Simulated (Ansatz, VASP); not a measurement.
CaInC4N4 in VASP and in Ansatz

```
CELL_PARAMETERS angstrom
7.59928 0.00000 0.00000
0.00000 7.59928 0.00000
0.00000 0.00000 3.68766
ATOMIC_POSITIONS crystal
Ca 0.00000 0.00000 0.00000
In 0.50000 0.50000 0.00000
C 0.19596 0.80404 0.00000
C 0.80404 0.19596 0.00000
C 0.19596 0.19596 0.00000
C 0.80404 0.80404 0.00000
N 0.30483 0.69517 0.00000
N 0.69517 0.30483 0.00000
N 0.30483 0.30483 0.00000
N 0.69517 0.69517 0.00000
```

Alike in both runs: task single point; functional PBE; k mesh 2 × 2 × 6; occupations gaussian, width 0.1 eV; no spin polarisation.

|  | VASP | Ansatz |
| --- | --- | --- |
| version | VASP 6.6.1 | Ansatz 0.2.0 |
| potentials or method | VASP PAW PBE potentials, release 64 (Ca_sv, In_d, C, N) | scalar-relativistic, plane waves, PAW |
| plane-wave cutoff (eV) | 520 | 420 |
| valence electrons in the cell | 59 | 59 |

VASP gave:

* gap on the k mesh at the Fermi level (eV): none
* pressure (GPa): 12.1
* largest component of the traceless stress (GPa): 12.05
* rms of the force components (eV/Å): 1.373

Problem. What did Ansatz give for the same quantities?

Solution. gap on the k mesh at the Fermi level (eV): none; pressure (GPa): 11.7; largest component of the traceless stress (GPa): 11.51; rms of the force components (eV/Å): 1.503.

Atom by atom the forces differ by 0.182 eV/Å (rms over components). A gap of «none» marks a metal or a gap that the smearing closes.

Caveats: the k mesh is coarse (spacing up to 0.41 Å⁻¹), so the values aren't converged; the standard files for N, O and F lose accuracy on very short bonds; forces of over 1 eV/Å show positions far from the minimum, so gaps and moduli don't describe the material at rest.
